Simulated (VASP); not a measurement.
Output of a VASP run:

File OSZICAR:
```
       N       E                     dE             d eps       ncg     rms          rms(c)
DAV:   1     0.434350366359E+02    0.43435E+02   -0.94451E+03  1008   0.146E+03
DAV:   2    -0.375346055883E+02   -0.80970E+02   -0.74031E+02  1380   0.243E+02
DAV:   3    -0.406757116639E+02   -0.31411E+01   -0.31151E+01  1268   0.473E+01
DAV:   4    -0.407083010036E+02   -0.32589E-01   -0.32544E-01  1220   0.544E+00
DAV:   5    -0.407089037501E+02   -0.60275E-03   -0.60267E-03  1272   0.692E-01    0.951E+00
DAV:   6    -0.388165761467E+02    0.18923E+01   -0.18154E+00  1136   0.976E+00    0.552E+00
DAV:   7    -0.382296680872E+02    0.58691E+00   -0.18258E+00  1176   0.995E+00    0.138E+00
DAV:   8    -0.382309109888E+02   -0.12429E-02   -0.41750E-02  1168   0.150E+00    0.752E-02
DAV:   9    -0.382308999230E+02    0.11066E-04   -0.59682E-04  1248   0.218E-01    0.459E-02
DAV:  10    -0.382309360821E+02   -0.36159E-04   -0.38708E-05  1228   0.549E-02    0.133E-02
DAV:  11    -0.382309361312E+02   -0.49075E-07   -0.51722E-06  1224   0.205E-02
   1 F= -.34711470E+02 E0= -.34711470E+02  d E =-.347115E+02
```

### OUTCAR
```
------------------------ aborting loop because EDIFF is reached ----------------------------------------
  FORCE on cell =-STRESS in cart. coord.  units (eV):
  Direction    XX          YY          ZZ          XY          YZ          ZX
  --------------------------------------------------------------------------------------
  Total        3.5990353      3.5990321      3.5419361      0.0000000      0.0000000      0.0000000
  in kB      204.5216788    204.5214947    201.2769128      0.0000000      0.0000000      0.0000000
  external PRESSURE =       3.4400288 kB  Pullay stress =     200.0000000 kB
  volume of cell :       28.19
      direct lattice vectors                 reciprocal lattice vectors
     1.213282668 -2.101466280  0.000000000     0.412105120 -0.237929109  0.000000000
     1.213282668  2.101466280  0.000000000     0.412105120  0.237929109  0.000000000
     0.000000000  0.000000000  5.528953365     0.000000000  0.000000000  0.180866058
 POSITION                                       TOTAL-FORCE (eV/Angst)
 -----------------------------------------------------------------------------------
      0.00000      0.00000      1.38224        -0.000000     -0.000000      0.000000
      0.00000      0.00000      4.14672        -0.000000      0.000000      0.000000
      1.21328      0.70049      1.38224         0.000000      0.000000     -0.000000
      1.21328     -0.70049      4.14672        -0.000000     -0.000000     -0.000000
 -----------------------------------------------------------------------------------
    total drift:                                0.000000     -0.000000      0.000000
  FREE ENERGIE OF THE ION-ELECTRON SYSTEM (eV)
  ---------------------------------------------------
  free  energy   TOTEN  =       -38.2309361312 eV

  energy  without entropy=      -38.2309354207  energy(sigma->0) =      -38.23093578
  enthalpy is  TOTEN    =       -34.7114702842 eV   P V=        3.5194658470

 reached required accuracy - stopping structural energy minimisation
```
(Selected blocks of OUTCAR.)

POSCAR:
```
C
1
    1.2132826683    -2.1014662797     0.0000000000
    1.2132826683     2.1014662797     0.0000000000
    0.0000000000    -0.0000000000     5.5289533646
C
4
Direct
  0.0000000000   1.0000000000   0.2500000000
  1.0000000000   1.0000000000   0.7500000000
  0.3333330000   0.6666670000   0.2500000000
  0.6666670000   0.3333330000   0.7500000000
```

### Question
Reconstruct the remaining input files.

### Answer
One answer among several that fit: the input of the run itself, PBEsol GGA, plane waves, VASP's PBE PAW potentials (set 64).

### KPOINTS
```
Automatic mesh
0
Gamma
10 10 4
0 0 0
```

**INCAR**
```
SYSTEM=C
PREC=Accurate; ENCUT=620; LREAL=.FALSE.
LASPH=.TRUE.
EDIFF=1E-6; NELM=100; ALGO=Normal
ISMEAR=0; SIGMA=0.05
GGA=PS
IBRION=2; NSW=40; ISIF=3
EDIFFG=-0.02; PSTRESS=200
LWAVE=.FALSE.; LCHARG=.FALSE.
```

POTCAR, in this order: C (PBE.64 set). Program: vasp_std.

Without a dispersion term in the relaxation, distances and binding between the weakly bound layers, chains or molecules are unreliable, and so is what depends on them.

The compound is C in the graphite structure. It was relaxed first under an external pressure of 20 GPa.
